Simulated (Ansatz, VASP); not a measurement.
# Al5W (Al5W (P6_322)) in two plane-wave programs

One calculation is typed for both programs; each brings its own data sets. How far apart do they land? The cell is taken from a series of runs on this material, whose earlier steps may have relaxed, scaled, displaced or heated it; both programs get it as it stands.

Calculated with Ansatz 0.2.0; plane waves, with VASP 6.6.1 beside it; relaxation of cell and atoms at PBEsol.

## 1. Set-up

Symmetry: P6_322, No. 182, hexagonal system. The conventional cell has a = 4.864 Å, b = 4.864 Å, c = 8.832 Å, α = 90.00°, β = 90.00°, γ = 120.00°. Nearest to Al lie 9 Al at 2.75 to 2.81 Å and 3 W at 2.81 Å. Nearest to Al lie 9 Al at 2.73 to 2.81 Å and 3 W at 2.81 Å. Al has 2 W at 2.73 Å and 10 Al at 2.73 to 2.84 Å nearest. Nearest to W lie 12 Al at 2.73 to 2.81 Å. Farther neighbours are not listed.

## 2. Ansatz: relaxation of cell and atoms, PBEsol

Ansatz runs on its PAW soft_1 files.

The relaxed volume is the usual yardstick between codes: in a stiff, nearly cubic crystal its relative difference is about their pressure difference at one cell divided by the bulk modulus.

File input.yaml:

```yaml
crystal:
  lattice:
    - [4.8637097, 0.0, 0.0]
    - [-2.4318549, 4.2120962, 0.0]
    - [0.0, 0.0, 8.8321731]
  atoms:
    - { symbol: Al, position: [0.0, 0.0, 0.75] }
    - { symbol: Al, position: [0.0, 0.0, 0.25] }
    - { symbol: Al, position: [0.33333333, 0.66666667, 0.75] }
    - { symbol: Al, position: [0.66666667, 0.33333333, 0.25] }
    - { symbol: Al, position: [0.33748743, 0.33748743, 0.0] }
    - { symbol: Al, position: [0.0, 0.33748743, 0.5] }
    - { symbol: Al, position: [0.33748743, 0.0, 0.5] }
    - { symbol: Al, position: [0.66251257, 0.0, 0.0] }
    - { symbol: Al, position: [0.0, 0.66251257, 0.0] }
    - { symbol: Al, position: [0.66251257, 0.66251257, 0.5] }
    - { symbol: W, position: [0.33333333, 0.66666667, 0.25] }
    - { symbol: W, position: [0.66666667, 0.33333333, 0.75] }
basis:
  ecutwfc: 420
  xc_grid: 2
hamiltonian:
  xc: pbesol
  pseudopotentials: { kind: paw, azcp: { folder: soft_1 }, xc_functional: pbe }
kpoints:
  mp_grid: { grid: [9, 9, 5] }
scf:
  occupations: { method: fermi_dirac, width: 0.05 }
  max_iter: 150
output:
  forces: true
  stress: true
relax:
  f_tol: 0.01
  max_steps: 60
  cell: {}
checkpoint:
  write: "../pbesol.run"
  compress: false
  write_wavefunctions: false
  write_every: 100000
```

The run is started by

```
ansatz run input.yaml --threads 4 --pin off --max-ram 6594MiB --backend cpu --events-out ev --progress --plain --runs-dir out
```

Numbers of over 12 decimals in the logs are rounded to 6 here.

Output:

```text
Engine: ansatz 0.2.0, aarch64-unknown-linux-gnu
Pseudopotentials: kind: paw
Pseudopotential: Al, paw, valence charge 3, recommended cutoff 420 eV (normal), soft_1/Al.paw.azcp
Pseudopotential: W, paw, valence charge 14, recommended cutoff 420 eV (normal), soft_1/W.paw.azcp
Functional definition: PBEsol
  exchange = pbesol_x
  correlation = pbesol_c
Crystal: 12 atoms, lattice volume = 180.940 Å³
Basis set: ecut = 420 eV, 3527 PW (Γ), exchange–correlation on 72×72×120 points (8 copies of the dense FFT grid, shifted against one another)
Bands: 41, of which v1, the nominal top of the filled ones, is band 29 counted from 1 (28 counted from 0)
Symmetry: 12 space group operations
Space group: P6322 (ITA 182), of the structure as read, at distance tolerance 5.7e-5 Å
k-points: 36 of 405 (time reversal used)
Non-local potential: Al, projectors of the file, l = 0: 2, l = 1: 2, l = 2: 1
Non-local potential: W, projectors of the file, l = 0: 3, l = 1: 2, l = 2: 2, l = 3: 1
PAW form: soft (Blöchl's): semilocal exchange-correlation on the pseudo side does not see the compensation charge
PAW frozen core: Al, regenerated for the run's functional, and the local potential with it (the file was generated under x = pbe(κ = 0.804, μ = 0.219515), c = pbe(β = 0.066725))
PAW frozen core: W, regenerated for the run's functional, and the local potential with it (the file was generated under x = pbe(κ = 0.804, μ = 0.219515), c = pbe(β = 0.066725))
PAW one-centre angular grid: Al, 110 points (default); XC on 64 Gauss nodes
PAW one-centre angular grid: W, 590 points (default); XC on 64 Gauss nodes
Initial density: superposition of atomic densities (chi_scale 0.1, normalization cell, long waves kept (reshape's long-wave potential 0.00 eV rms))
Initial wavefunctions: pseudopotential atomic-orbital guess
Functional: x = pbesol(κ = 0.804, μ = 0.123457), c = pbesol(β = 0.046)
SCF iter   1: F=—  HF=-25764.408371 eV  |F-HF|=—  |Δ(HF+E_count)|=         —  Δρ=4.85e-2  dr2=6.09e0  ethr=3.10e-3  ⟨swp⟩=6.5  Hψ=6512  notcnv=0  defer=3
preconditioner: auto → Kerker (q_TF=auto, 2.257 Å⁻¹)  [metal: Δε(μ)=0.029 eV  Ē_g=6.604 eV  σ=0.050 eV  W_gap=0.14  n_scr=36 (ndim 8)  ℏωp=17.9 eV  f_vac=0.000  D(μ)=1.76/eV (n_scr^D=2)]
SCF iter   2: F=—  HF=-25763.080690 eV  |F-HF|=—  |Δ(HF+E_count)|=    1.33e0  Δρ=2.64e-2  dr2=1.52e0  ethr=3.10e-3  ⟨swp⟩=2.1  Hψ=2436  notcnv=0  defer=106
SCF iter   3: F=—  HF=-25762.530981 eV  |F-HF|=—  |Δ(HF+E_count)|=   5.50e-1  Δρ=4.81e-3  dr2=6.56e-2  ethr=2.62e-3  ⟨swp⟩=2.4  Hψ=2288  notcnv=0  defer=107
SCF iter   4: F=—  HF=-25762.510015 eV  |F-HF|=—  |Δ(HF+E_count)|=   2.10e-2  Δρ=1.28e-3  dr2=5.23e-3  ethr=1.13e-4  ⟨swp⟩=2.3  Hψ=2324  notcnv=0  defer=109
SCF iter   5: F=—  HF=-25762.508828 eV  |F-HF|=—  |Δ(HF+E_count)|=   1.19e-3  Δρ=1.07e-4  dr2=2.28e-5  ethr=9.01e-6  ⟨swp⟩=2.2  Hψ=2022  notcnv=0  defer=109
SCF iter   6: F=—  HF=-25762.508803 eV  |F-HF|=—  |Δ(HF+E_count)|=   2.49e-5  Δρ=2.42e-5  dr2=9.07e-7  ethr=3.92e-8  ⟨swp⟩=2.4  Hψ=2449  notcnv=0  defer=109
SCF iter   7: F=-25762.508802 eV  HF=-25762.508802 eV  |F-HF|=5.23e-8  |Δ(HF+E_count)|=   3.81e-7  Δρ=4.39e-6  dr2=6.17e-8  ethr=1.72e-10  ⟨swp⟩=4.0  Hψ=4463  notcnv=0
SCF 1 converged in 7 iterations: F = -25762.508802 eV  dr2 = 6.17e-8
  greatest PAW one-centre occupation: 0.999 electrons in one spin orbital (limit 2), on the W atom at site 10 (counted from 0), in its partial waves of l = 0
relax step   1: F+E_penalty+E_count = -25762.50880230 eV  Δ(F+E_penalty+E_count) = +0.000e0 eV  max|allowed force component| = 2.477e-2 eV/Å  Δτ_max = 0.0000 Å  P = +0.545 GPa  Ω = 180.940 Å³  (7 SCF iters, dr2 threshold 1.00e-7 eV, accepted)
[...]
relax step   2: F+E_penalty+E_count = -25762.51032004 eV  Δ(F+E_penalty+E_count) = -1.518e-3 eV  max|allowed force component| = 4.736e-3 eV/Å  Δτ_max = 0.0037 Å  P = -0.298 GPa  Ω = 182.162 Å³  energy of the carried Pulay correction = -2.669e-4 eV  (6 SCF iters, dr2 threshold 1.20e-6 eV, accepted)
[...]
relax step   3: F+E_penalty+E_count = -25762.51105132 eV  Δ(F+E_penalty+E_count) = -7.313e-4 eV  max|allowed force component| = 2.907e-3 eV/Å  Δτ_max = 0.0003 Å  P = -0.009 GPa  Ω = 181.746 Å³  energy of the carried Pulay correction = -1.764e-4 eV  (6 SCF iters, dr2 threshold 4.44e-7 eV, accepted)
[...]
relax step   4: F+E_penalty+E_count = -25762.51122457 eV  Δ(F+E_penalty+E_count) = -1.733e-4 eV  max|allowed force component| = 2.903e-3 eV/Å  Δτ_max = 0.0000 Å  P = -0.007 GPa  Ω = 181.746 Å³  stress off target by 1.01e-2 GPa  SCF on the basis re-selected at this cell (its energy is not comparable with the rows above)  (8 SCF iters)
basis re-selected at this cell: Δ(F+E_penalty+E_count) = -1.733e-4 eV, ΔP = +0.002 GPa vs the last step (what re-selecting the basis moved, of the pressure what is left beyond the Pulay correction that the steps carried, after the strain that the cell walked since its last selection, with what the two solves' SCF thresholds leave and, on support functions, any second-order correction that the steps lacked; it is no m [...]
SCF converged after 8 iterations
Free energy (F): -25762.511225 eV
Harris-Foulkes:  -25762.511225 eV  (|F-HF|=3.64e-12)
Internal energy: -25762.496643 eV  (E = F + TS)
E sigma→0 (E₀):  -25762.503934 eV
Entropy (-TS):   -0.014582 eV (-1.215 meV/atom)
Fermi energy:    10.989179 eV
--- Per-component energies (eV) ---
  E_band       = -280.778318
  E_kinetic    = 1082.588196
  E_local      = -2483.378898  (includes V_loc(G=0)·N_el)
  E_nonlocal   = 57.225875
  E_hartree    = 1095.182242
  E_xc         = -911.980304
  E_vxc        = -763.643994  (∫ρ·V_xc dr)
  E_paw        = -21470.929200  (= ΣΔE_a)
  E_vpaw       = -363.934266  (= ΣTr[D̂ρ^β])
  E_aug_tail   = 0.000287  (compensation charges beyond the density's cutoff)
  E_ewald      = -3131.839946
  E_core_change = 0.635106  (= ΣΔE_core)
  E_smearing   = -0.014582  (= −TS)
  E_closure    = 0.000000  (closes the sum)
  Σ components = -25762.511225   (vs F -25762.511225, Δ=0.00e0)
--- Forces (eV/Å), atoms counted from 1 ---
  atom   1  Al     0.00000000    -0.00000000    -0.00000000
  atom   2  Al    -0.00000000     0.00000000     0.00000000
  atom   3  Al    -0.00000000     0.00000000     0.00000000
  atom   4  Al     0.00000000    -0.00000000    -0.00000000
  atom   5  Al     0.00145172     0.00251446    -0.00000000
  atom   6  Al    -0.00145172     0.00251446     0.00000000
  atom   7  Al     0.00290345     0.00000000    -0.00000000
  atom   8  Al    -0.00290345    -0.00000000    -0.00000000
  atom   9  Al     0.00145172    -0.00251446     0.00000000
  atom  10  Al    -0.00145172    -0.00251446     0.00000000
  atom  11  W      0.00000000    -0.00000000     0.00000000
  atom  12  W     -0.00000000     0.00000000    -0.00000000
  max |Σ_I F_I| component: 3.80e-17 eV/Å
--- Stress (GPa, compression-positive) ---
       -0.010113      -0.000000      -0.000000
       -0.000000      -0.010113      -0.000000
       -0.000000      -0.000000       0.000048
  P = ⅓ Tr σ = -0.0067 GPa (-0.067 kbar)
--- Relaxed structure (3 steps of the walk, 3 accepted, 1 SCFs on fresh bases) ---
  F+E_penalty+E_count = -25762.51122457 eV   max|allowed force component| = 2.903e-3 eV/Å   (the final SCF, on the basis selected at the relaxed cell)
  cell:  # Å, volume = 181.7464 Å³
    - [4.876246, 2.894191775463665e-8, 1.6910549713670885e-19]
    - [-2.438123, 4.222953, 0]
    - [3.0708432602785166e-19, 0, 8.826004]
  atoms:
    - { symbol: Al, position: [0, 0, 0.75] }
    - { symbol: Al, position: [0, 0, 0.25] }
    - { symbol: Al, position: [0.333333, 0.666667, 0.75] }
    - { symbol: Al, position: [0.666667, 0.333333, 0.25] }
    - { symbol: Al, position: [0.338183, 0.338183, 0] }
    - { symbol: Al, position: [5.547966344883358e-17, 0.338183, 0.5] }
    - { symbol: Al, position: [0.338183, 0, 0.5] }
    - { symbol: Al, position: [0.661817, 0, 0] }
    - { symbol: Al, position: [0, 0.661817, 0] }
    - { symbol: Al, position: [0.661817, 0.661817, 0.5] }
    - { symbol: W, position: [0.333333, 0.666667, 0.25] }
    - { symbol: W, position: [0.666667, 0.333333, 0.75] }
```

The column dr2 measures how far the density is from self-consistency, as an energy; F and HF (Harris–Foulkes) agree once it is small.

[end of part 1 of 2]

[Lines on the potential files, build, host, timing and source positions are cut from VASP's logs without a mark.]

[Logs are printed without paths, hosts, clocks, repeated set-up lines and the standing remarks that a program may print on its own settings, such as how far it seeks lower states.]

[Hosts, paths, dates, database ids (printed as entryN), source tags and the programs' standing remarks are cut or masked in the printed files.]
